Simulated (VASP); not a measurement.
Given:

```
CELL_PARAMETERS angstrom
      0.00000     2.66361     2.66361
      2.66361     0.00000     2.66361
     10.88616    10.88616    -0.23172
ATOMIC_POSITIONS crystal
  Hg 0.01843 0.01843 0.98618
  Se 0.20276 0.20276 0.09793
  Se 0.23247 0.23247 0.32564
  Se 0.25880 0.25880 0.55590
  Se 0.28813 0.28813 0.78390
  Be 0.97282 0.97282 0.27038
  Be 0.00040 0.00040 0.49970
  Be 0.02619 0.02619 0.73036
```

The numbers are results of PBEsol GGA, VASP's PBE PAW potentials (set 64) (plane waves; VASP), not measurements. Settings: 400 eV cut-off, 8×8×2 Γ-centred mesh, tetrahedra with Blöchl corrections, potentials Hg Se Be.

The cores are frozen, which limits the accuracy of field gradients.

**Question.** Give the principal components of the electric field gradient (V/Å²) and the asymmetry η at each nucleus.

**Answer.** 
```
atom    Vxx    Vyy     Vzz     η
----  -----  -----  ------  ----
Hg1    69.4   69.4  -138.8  0.00
Se2   -62.7  -62.7   125.4  0.00
Se3    10.4   10.4   -20.8  0.00
Se4     9.5    9.5   -19.1  0.00
Se5   -50.5  -50.5   101.0  0.00
Be6     0.1    0.1    -0.2     -
Be7     0.8    0.8    -1.7  0.00
Be8     0.6    0.6    -1.1  0.00
```

The structure was generated: Be3HgSe4 was put into an ordered model structure (R3m), which need not be its known phase. It was relaxed first.
